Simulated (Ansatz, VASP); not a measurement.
# CeSiI: VASP beside Ansatz, part 2 of 2

One calculation is typed for both programs; each brings its own data sets and cutoff. How far apart do they land?  The cell comes out of the VASP series on this material, whose earlier steps may have relaxed, scaled or displaced it; both programs get it as it stands.

VASP 6.6.1 and Ansatz 0.2.0.

So far: The starting structure; VASP: relaxation of cell and atoms, PBEsol, DFT+U.

In doubt: a part-filled 4f shell, where there is one, can sit in one of many states, so energies may not be the lowest and differences between runs may mislead; derivatives with an open 4f shell can jump between states, which bears on forces and vibrations.

## (3) Ansatz: relaxation of cell and atoms, PBEsol, DFT+U

Level of this step: Ansatz beside VASP: Kohn-Sham DFT, plane waves, PBEsol, DFT+U (Ansatz).

Ansatz runs on its default PAW (the set named soft_2) files.

The same cell, functional, mesh and smearing now go to Ansatz, which takes its cutoff from its data sets.

input.yaml

```yaml
crystal:
  lattice:
    - [4.1076005866, 0.0, 0.0]
    - [-2.0538002933, 3.5572864567, 0.0]
    - [0.0, 0.0, 11.6344835039]
  atoms:
    - { symbol: Ce, position: [0.0, 0.0, 0.8321152556], spin: 1.0 }
    - { symbol: Ce, position: [0.0, 0.0, 0.1678847444], spin: 1.0 }
    - { symbol: Si, position: [0.33333333, 0.66666667, 0.9940200361] }
    - { symbol: Si, position: [0.66666667, 0.33333333, 0.0059799639] }
    - { symbol: I, position: [0.33333333, 0.66666667, 0.3511773504] }
    - { symbol: I, position: [0.66666667, 0.33333333, 0.6488226496] }
hamiltonian:
  xc: pbesol
  pseudopotentials: { kind: paw }
  hubbard: { sites: [{ species: Ce, l: f, u_eff: 5.0 }] }
magnetization:
  spin_polarized: true
kpoints:
  mp_grid: { grid: [6, 6, 2] }
scf:
  occupations: { method: gaussian, width: 0.05 }
relax:
  f_tol: 0.01
  max_steps: 60
  cell: { stress_tol: 0.05 }
output:
  forces: true
  stress: true
```

Command:

```sh
ansatz run input.yaml --threads 4 --pin off --max-ram 9216MiB --backend cpu --events-out ev --progress --plain --runs-dir out
```

Numbers of over 12 decimals in the logs are rounded to 6 here.

The program printed:

```text
Ce: projections on atomic orbitals take those of the free atom [Kr 4d10] 4f1 5s2 5p6 5d1 6s2, of charge +0.00 (hamiltonian.pseudopotentials.projection_atoms); the dataset's partial waves leave at most 1.4e-5 of an orbital's norm unspanned inside its sphere
Si: projections on atomic orbitals take those of the free atom [Ne] 3s2 3p2, of charge +0.00 (hamiltonian.pseudopotentials.projection_atoms); the dataset's partial waves leave at most 6.1e-8 of an orbital's norm unspanned inside its sphere
I: projections on atomic orbitals take those of the free atom [Kr] 4d10 5s2 5p5, of charge +0.00 (hamiltonian.pseudopotentials.projection_atoms); the dataset's partial waves leave at most 9.4e-6 of an orbital's norm unspanned inside its sphere
band count auto-derived: 52, from the close of a first SCF at 41 (N_el = 66.0; filled up to band 33; 41 by the electrons, moments and atoms)
Engine: ansatz 0.2.0, aarch64-unknown-linux-gnu
Pseudopotentials: kind: paw
Pseudopotential: Ce, paw, valence charge 12, recommended cutoff 420 eV (normal), Ce.paw.azcp
Pseudopotential: Si, paw, valence charge 4, recommended cutoff 420 eV (normal), Si.paw.azcp
Pseudopotential: I, paw, valence charge 17, recommended cutoff 420 eV (normal), I.paw.azcp
Functional definition: PBEsol
  exchange = pbesol_x
  correlation = pbesol_c
Crystal: 6 atoms, lattice volume = 170.002 Å³
Basis set: ecut = 420 eV, 3291 PW (Γ), exchange–correlation on 60×60×160 points (8 copies of the dense FFT grid, shifted against one another)
Bands: 41, of which v1, the nominal top of the filled ones, is band 33 counted from 1 (32 counted from 0)
Symmetry: 12 space group operations
Space group: P-3m1 (ITA 164), of the structure as read, at distance tolerance 5.5e-5 Å
Magnetic group: BNS 164.85 (UNI 1315), of the structure as read, at distance tolerance 5.5e-5 Å
k-points: 14 of 72
Non-local potential: Ce, projectors of the file, l = 0: 3, l = 1: 2, l = 2: 2, l = 3: 3
Non-local potential: Si, projectors of the file, l = 0: 2, l = 1: 2, l = 2: 2
Non-local potential: I, projectors of the file, l = 0: 2, l = 1: 2, l = 2: 2, l = 3: 2
PAW form: soft (Blöchl's): semilocal exchange-correlation on the pseudo side does not see the compensation charge
PAW frozen core: Ce, regenerated for the run's functional, and the local potential with it (the file was generated under x = pbe(κ = 0.804, μ = 0.219515), c = pbe(β = 0.066725))
PAW frozen core: Si, regenerated for the run's functional, and the local potential with it (the file was generated under x = pbe(κ = 0.804, μ = 0.219515), c = pbe(β = 0.066725))
PAW frozen core: I, regenerated for the run's functional, and the local potential with it (the file was generated under x = pbe(κ = 0.804, μ = 0.219515), c = pbe(β = 0.066725))
PAW one-centre angular grid: Ce, 590 points (default); XC on 64 Gauss nodes
PAW one-centre angular grid: Si, 110 points (default); XC on 64 Gauss nodes
PAW one-centre angular grid: I, 590 points (default); XC on 64 Gauss nodes
Initial density: superposition of atomic densities (chi_scale 0.1, normalization cell, long waves kept whole (reshape's long-wave potential 2.69 eV rms))
Starting moments: Σ|m| = 2 μB on 2 of 6 sites
Initial wavefunctions: pseudopotential atomic-orbital guess
Functional: x = pbesol(κ = 0.804, μ = 0.123457), c = pbesol(β = 0.046)
SCF iter   1: F=—  HF=-29143.865284 eV  |F-HF|=—  |Δ(HF+E_count)|=         —  Δρ=1.11e-1 (↑1.05e-1 ↓1.11e-1)  dr2=9.45e2  dr2_m=2.86e-1  M=0.526 μB ∫|m|=0.670 μB  β_m=0.30  ethr=3.10e-3  ⟨swp⟩=14.0  Hψ=6977  notcnv=0
preconditioner: auto → Resta (q_TF=auto, 2.330 Å⁻¹)  ε∞=6.3  [insulator: Δε(μ)=0.058 eV  Ē_g=6.637 eV  σ=0.050 eV  W_gap=0.57  n_scr=38 (ndim 8)  ℏωp=15.3 eV  f_vac=0.018  D(μ)=5.49/eV (n_scr^D=50)  ε∞_Penn≈6.3]
spin=Collinear: Resta preconditioning applied to the charge; magnetization (m = ρ↑ − ρ↓) channel mixes plain (no charge-response kernel on spin).
SCF iter   2: F=—  HF=-29082.584354 eV  |F-HF|=—  |Δ(HF+E_count)|=    6.13e1  Δρ=5.36e-2 (↑5.36e-2 ↓5.20e-2)  dr2=1.43e1  dr2_m=1.62e-1  M=0.618 μB ∫|m|=0.654 μB  β_m=0.30  ethr=3.10e-3  ⟨swp⟩=12.0  Hψ=7708  notcnv=0  defer=78
preconditioner: auto → Kerker (q_TF=auto, 2.330 Å⁻¹)  [metal: Δε(μ)=0.041 eV  Ē_g=6.932 eV  σ=0.050 eV  W_gap=0.40  n_scr=38 (ndim 8)  ℏωp=15.6 eV  f_vac=0.007  D(μ)=3.69/eV (n_scr^D=24)]
spin=Collinear: Kerker preconditioning applied to the charge; magnetization (m = ρ↑ − ρ↓) channel mixes plain (no charge-response kernel on spin).
SCF iter   3: F=—  HF=-29079.698914 eV  |F-HF|=—  |Δ(HF+E_count)|=    2.89e0  Δρ=3.38e-2 (↑2.00e-2 ↓3.38e-2)  dr2=3.75e0  dr2_m=1.44e-1  M=0.921 μB ∫|m|=1.008 μB  β_m=0.30  ethr=3.10e-3  ⟨swp⟩=11.9  Hψ=4691  notcnv=1  defer=93
SCF iter   4: F=—  HF=-29079.483693 eV  |F-HF|=—  |Δ(HF+E_count)|=   2.15e-1  Δρ=4.42e-2 (↑4.42e-2 ↓1.73e-2)  dr2=4.56e0  dr2_m=1.12e0  M=1.679 μB ∫|m|=1.845 μB  β_m=1.00  ethr=3.10e-3  ⟨swp⟩=9.9  Hψ=3845  notcnv=0  defer=74
SCF iter   5: F=—  HF=-29092.041505 eV  |F-HF|=—  |Δ(HF+E_count)|=    1.26e1  Δρ=1.00e-1 (↑1.00e-1 ↓3.79e-2)  dr2=3.67e1  dr2_m=1.62e0  M=0.283 μB ∫|m|=0.310 μB  β_m=0.30  ethr=3.10e-3  ⟨swp⟩=13.5  Hψ=6929  notcnv=0  defer=41
[...]
SCF iter   3: F=-29081.961713 eV  HF=-29081.961713 eV  |F-HF|=2.68e-8  |Δ(HF+E_count)|=   5.71e-8  Δρ=1.41e-6 (↑1.41e-6 ↓4.59e-7)  dr2=1.71e-9  dr2_m=9.83e-10  M=2.017 μB ∫|m|=2.161 μB  ethr=5.48e-12  ⟨swp⟩=1.3  Hψ=7393  notcnv=0
SCF 4 converged in 3 iterations: F = -29081.961713 eV  dr2 = 1.71e-9
iter 1 solved again at ethr=2.75e-7 eV; its pass at ethr=3.10e-3 eV (dr2=1.82e-4 eV) is discarded
SCF iter   1: F=—  HF=-29081.975950 eV  |F-HF|=—  |Δ(HF+E_count)|=         —  Δρ=2.60e-4 (↑2.60e-4 ↓2.55e-4)  dr2=1.63e-5  dr2_m=1.05e-4  M=2.016 μB ∫|m|=2.170 μB  β_m=0.30  ethr=2.75e-7  ⟨swp⟩=3.7  Hψ=19901  notcnv=0
preconditioner: auto → Resta (q_TF=auto, 2.318 Å⁻¹)  ε∞=3.6  [insulator: Δε(μ)=0.065 eV  Ē_g=11.355 eV  σ=0.050 eV  W_gap=0.60  n_scr=38 (ndim 8)  ℏωp=18.2 eV  f_vac=0.040  D(μ)=0.92/eV (n_scr^D=2)  ε∞_Penn≈3.6]
spin=Collinear: Resta preconditioning applied to the charge; magnetization (m = ρ↑ − ρ↓) channel mixes plain (no charge-response kernel on spin).
SCF iter   2: F=—  HF=-29081.976086 eV  |F-HF|=—  |Δ(HF+E_count)|=   1.36e-4  Δρ=1.94e-4 (↑1.94e-4 ↓1.89e-4)  dr2=4.44e-6  dr2_m=5.83e-5  M=2.015 μB ∫|m|=2.168 μB  β_m=0.65  ethr=2.47e-8  ⟨swp⟩=2.0  Hψ=3905  notcnv=0
SCF iter   3: F=—  HF=-29081.976269 eV  |F-HF|=—  |Δ(HF+E_count)|=   1.83e-4  Δρ=2.63e-5 (↑2.63e-5 ↓2.43e-5)  dr2=2.12e-6  dr2_m=9.59e-7  M=2.012 μB ∫|m|=2.164 μB  β_m=0.67  ethr=6.73e-9  ⟨swp⟩=3.0  Hψ=4681  notcnv=0
SCF iter   4: F=—  HF=-29081.976272 eV  |F-HF|=—  |Δ(HF+E_count)|=   3.29e-6  Δρ=1.14e-5 (↑1.14e-5 ↓1.09e-5)  dr2=1.24e-7  dr2_m=1.88e-7  M=2.012 μB ∫|m|=2.163 μB  β_m=0.83  ethr=3.21e-9  ⟨swp⟩=2.0  Hψ=3880  notcnv=0
SCF iter   5: F=—  HF=-29081.976273 eV  |F-HF|=—  |Δ(HF+E_count)|=   9.18e-7  Δρ=4.03e-6 (↑4.03e-6 ↓3.14e-6)  dr2=7.73e-8  dr2_m=1.38e-8  M=2.012 μB ∫|m|=2.162 μB  β_m=0.92  ethr=1.52e-10  ⟨swp⟩=3.1  Hψ=6377  notcnv=0
SCF iter   6: F=—  HF=-29081.976273 eV  |F-HF|=—  |Δ(HF+E_count)|=   2.38e-7  Δρ=2.80e-6 (↑2.80e-6 ↓9.06e-7)  dr2=1.09e-8  dr2_m=4.10e-9  M=2.012 μB ∫|m|=2.162 μB  β_m=0.96  ethr=1.17e-10  ⟨swp⟩=3.0  Hψ=5681  notcnv=0
SCF iter   7: F=-29081.976274 eV  HF=-29081.976274 eV  |F-HF|=5.48e-8  |Δ(HF+E_count)|=   2.90e-7  Δρ=2.12e-6 (↑2.12e-6 ↓7.07e-7)  dr2=3.07e-9  dr2_m=2.48e-9  M=2.012 μB ∫|m|=2.162 μB  ethr=1.65e-11  ⟨swp⟩=3.1  Hψ=6116  notcnv=0
SCF 5 converged in 7 iterations: F = -29081.976274 eV  dr2 = 3.07e-9
WARN: a single-point calculation of the run's input, under the relaxation's own `scf.mixing.negative_modes` where the relaxation goes by `scf.lower_state_search: light` itself or types `scf.max_iter`, was made at the relaxed geometry, from the density of the relaxation's final state, with 2 SCFs from other starting moments behind it, in 95 SCF iterations in all. It converged +0.0 meV from the relaxation's final energ [...]
SCF converged after 8 iterations
Magnetization: -0.0000 μB (33.0000 up, 33.0000 down)
Absolute magnetization: 2.1690 μB (∫|ρ↑−ρ↓|, with the PAW one-centre terms)
Spin contamination: 1.0082 ħ² per cell (⟨S²⟩ above its minimum at these occupations)
Per-site moments (μB) at R_I (Å): [(0.989898, 1.275449), (-0.989898, 1.275449), (-0.00192172, 0.984225), (0.00192172, 0.984225), (0.00873047, 1.321951), (-0.00873047, 1.321951)]
Free energy (F): -29081.978036 eV
Harris-Foulkes:  -29081.978036 eV  (|F-HF|=3.64e-12)
Internal energy: -29081.977651 eV  (E = F + TS)
E sigma→0 (E₀):  -29081.977843 eV
Entropy (-TS):   -0.000386 eV (-0.064 meV/atom)
Fermi energy:    9.517917 eV
--- Per-component energies (eV) ---
  E_band       = -769.454903
  E_kinetic    = 1199.755415
  E_local      = -4990.990309  (includes V_loc(G=0)·N_el)
  E_nonlocal   = -199.401014
  E_hartree    = 2422.074841
  E_xc         = -807.153449
  E_vxc        = -844.882316  (∫ρ·V_xc dr)
  E_hubbard    = 0.488310  (on-site DFT+U / exact-exchange correction)
  E_vhub       = -4.399417  (the Hubbard potential's part of the band-sum identity)
  E_paw        = -21252.354182  (= ΣΔE_a)
  E_vpaw       = -773.687060  (= ΣTr[D̂ρ^β])
  E_aug_tail   = 0.000057  (compensation charges beyond the density's cutoff)
  E_ewald      = -5455.737316
  E_core_change = 1.339997  (= ΣΔE_core)
  E_smearing   = -0.000386  (= −TS)
  E_closure    = -0.000000  (closes the sum)
  Σ components = -29081.978036   (vs F -29081.978036, Δ=0.00e0)
--- Forces (eV/Å), atoms counted from 1 ---
  atom   1  Ce     0.00002012     0.00001162    -0.00196248
  atom   2  Ce    -0.00002007    -0.00001158     0.00196131
  atom   3  Si    -0.00022515    -0.00012999     0.00078147
  atom   4  Si     0.00022489     0.00012984    -0.00077903
  atom   5  I     -0.00000786    -0.00000454     0.00124658
  atom   6  I      0.00000807     0.00000466    -0.00124013
  max |Σ_I F_I| component: 7.73e-6 eV/Å
--- Stress (GPa, compression-positive) ---
       -0.010829      -0.000997      -0.002071
       -0.000997      -0.009678      -0.001196
       -0.002071      -0.001196       0.003091
  P = ⅓ Tr σ = -0.0058 GPa (-0.058 kbar)
--- Band table (eV; the first three rows and the last of 52) ---
  k-point 0 ↑: bands = [... 29 lower, 7.4873, 7.6895, 8.7466, 8.9528, 9.3343, 9.4444, 10.7756, 10.8291, ... 15 higher]
  k-point 1 ↑: bands = [... 29 lower, 7.5731, 7.7478, 8.7147, 9.2903, 9.3229, 9.4298, 10.7556, 10.8042, ... 15 higher]
  k-point 2 ↑: bands = [... 29 lower, 7.3851, 7.5456, 8.6482, 9.4296, 9.9771, 10.1102, 10.9368, 10.9828, ... 15 higher]
  k-point 25 ↓: bands = [... 29 lower, 7.3497, 7.4457, 8.0011, 8.0882, 11.1096, 11.4609, 11.9009, 12.1279, ... 15 higher]
--- Relaxed structure (11 steps of the walk, 9 accepted, 2 SCFs on fresh bases) ---
  F+E_penalty+E_count = -29081.97803625 eV   max|allowed force component| = 1.964e-3 eV/Å   (the final SCF, on the basis selected at the relaxed cell)
  cell:  # Å, volume = 175.5226 Å³
    - [4.131016, -0.00356474, -0.00157308]
    - [-2.068595, 3.582912, -7.697835424647081e-18]
    - [-0.00445564, -0.00257247, 11.864696]
  atoms:
    - { symbol: Ce, position: [0.000981694, 0.000490847, 0.829223] }
    - { symbol: Ce, position: [-0.000981694, -0.000490847, 0.170777] }
    - { symbol: Si, position: [0.333225, 0.666613, 0.995115] }
    - { symbol: Si, position: [0.666775, 0.333387, 0.00488515] }
    - { symbol: I, position: [0.332885, 0.666442, 0.351303] }
    - { symbol: I, position: [0.667115, 0.333558, 0.648696] }
```

Run time: 19 min. Hardware: 4 threads of Arm Neoverse V1, shared host; peak memory 1.5 GiB.

## (4) Differences

Known differences besides the PAW data sets themselves: U acts on the PAW sphere in VASP and on atomic orbitals in Ansatz, so only states and trends compare; both relaxations stop at a tolerance, which leaves soft axes loose, and VASP keeps its plane-wave basis; the data sets hold 66 valence electrons in Ansatz (default PAW (the set named soft_2) files) and 46 in VASP; the cutoff is 420 eV in Ansatz and 400 eV in VASP; Ansatz makes its cores anew for this functional, VASP keeps those of its PBE data sets; Ansatz adds a Pulay correction to the stress that steers its cell, VASP none; site moments are counted in spheres of each program's own size. Total energies have different zeros and are not compared.

The two programs side by side:

```csv
quantity,Ansatz,VASP,difference
volume (Å³),175.52,170.00,+3.25 %
"edge a after relaxation, in the typed setting (Å)",4.131,4.108,+0.57 %
"edge b after relaxation, in the typed setting (Å)",4.137,4.108,+0.72 %
"edge c after relaxation, in the typed setting (Å)",11.865,11.634,+1.98 %
total moment (μB),0.00,1.69,-1.69
moment on Ce1 (μB),0.99,0.82,+0.17
moment on Ce2 (μB),-0.99,0.82,-1.81
```

By their total or site moments the two runs ended in different magnetic states; the other differences may follow from that, so they don't measure the programs' precision. The walks stopped with -0.01 GPa left in Ansatz and 0.03 GPa in VASP; each walk ends within a tolerance, so the volume difference is uncertain by about these residues over the bulk modulus, most in soft cells.

A further Ansatz single point at VASP's end cell gives 2.24 GPa where VASP has 0.03 GPa.

## (5) What moves the difference

The difference is large enough to ask for its cause, so further runs change the set-up of one program at a time, as the table lists.

```csv
run,difference in moment on Ce2 (μB)
as above,-1.8
"a start from the moments at which VASP ended, with Ansatz's search for lower states switched off",0.10
```

## (6) Outcome

```
difference in moment on Ce2 (relaxation of cell and atoms, PBEsol, DFT+U) : -1.8 μB
```

What this shows: The difference in moment on Ce2 is -1.8 μB (relaxation of cell and atoms, PBEsol, DFT+U). The runs ended with unlike moments, so this pair says little about numerical agreement. A pressure difference of 2.21 GPa at VASP's end cell goes with 3.2 % of volume. For relaxation of cell and atoms, PBEsol, DFT+U: with a start from the moments at which VASP ended, with Ansatz's search for lower states switched off the difference in moment on Ce2 shrinks in size, from -1.8 to 0.10 μB. In Ansatz the state reached from VASP's moments (total 1.96 μB) lies 342 meV/atom above the first one. How closely two codes agree says nothing of how well the functional describes the real material.

[Lines on the potential files, build, host, timing and source positions are cut from VASP's logs without a mark.]

[Logs are printed without paths, hosts, clocks, repeated set-up lines and the standing remarks that a program may print on its own settings, such as how far it seeks lower states.]

[Hosts, paths, dates, database ids (printed as entryN), source tags and the programs' standing remarks are cut or masked in the printed files.]
